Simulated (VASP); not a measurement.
Computed with PBE GGA, VASP's PBE PAW potentials (set 64) (plane waves; VASP).

The input files of a VASP run:

### POSCAR
```
MgH2
4.4415570
  1.0000000000   0.0000000000   0.0000000000
  0.0000000000   1.0000000000   0.0000000000
  0.0000000000   0.0000000000   0.6684714392
Mg H
2 4
direct
  0.5000000000   0.5000000000   0.5000000000
  0.0000000000   0.0000000000   0.0000000000
  0.6955700000   0.6955700000   0.0000000000
  0.3044300000   0.3044300000   0.0000000000
  0.8044300000   0.1955700000   0.5000000000
  0.1955700000   0.8044300000   0.5000000000
```

### KPOINTS
```
Automatic
0
gamma
 6 6 9
0 0 0
```

### INCAR
```
# general
SYSTEM = MgH2
PREC   = Accurate
ENCUT  = 300
LREAL  = .FALSE.
LASPH  = .TRUE.

# electronic loop
EDIFF  = 1E-6
NELM   = 100
ALGO   = Normal

# smearing
ISMEAR = 0
SIGMA  = 0.01

# functional
GGA    = PE

# ions
ISIF   = 2

# output
LWAVE  = .FALSE.
LCHARG = .FALSE.
```

POTCAR, in this order: Mg H (PBE.64 set). Program: vasp_std.

Problem. What does the run give for the energy per atom (σ→0)?

Solution. 
```json
{
  "energy per atom (σ→0)": "-2.928 eV/atom"
}
```

File OSZICAR:
```
...
DAV:   6    -0.178808341345E+02    0.87845E+00   -0.65604E-01   880   0.490E+00    0.343E+00
DAV:   7    -0.175615232682E+02    0.31931E+00   -0.93281E-01   912   0.626E+00    0.506E-01
DAV:   8    -0.175697505158E+02   -0.82272E-02   -0.18165E-02   864   0.105E+00    0.967E-02
DAV:   9    -0.175696288518E+02    0.12166E-03   -0.74923E-04  1144   0.199E-01    0.198E-02
DAV:  10    -0.175696537859E+02   -0.24934E-04   -0.40937E-05   888   0.568E-02    0.107E-02
DAV:  11    -0.175696521047E+02    0.16813E-05   -0.66482E-06   976   0.140E-02    0.168E-03
DAV:  12    -0.175696521128E+02   -0.81426E-08   -0.16798E-07   448   0.344E-03
   1 F= -.17569652E+02 E0= -.17569652E+02  d E =-.215310E-31
```

The structure comes from a computed database's MgH2 entry; how it stands against other phases isn't given here. The cell was not relaxed at this level, and its volume differs by -5.9 % from the start's.
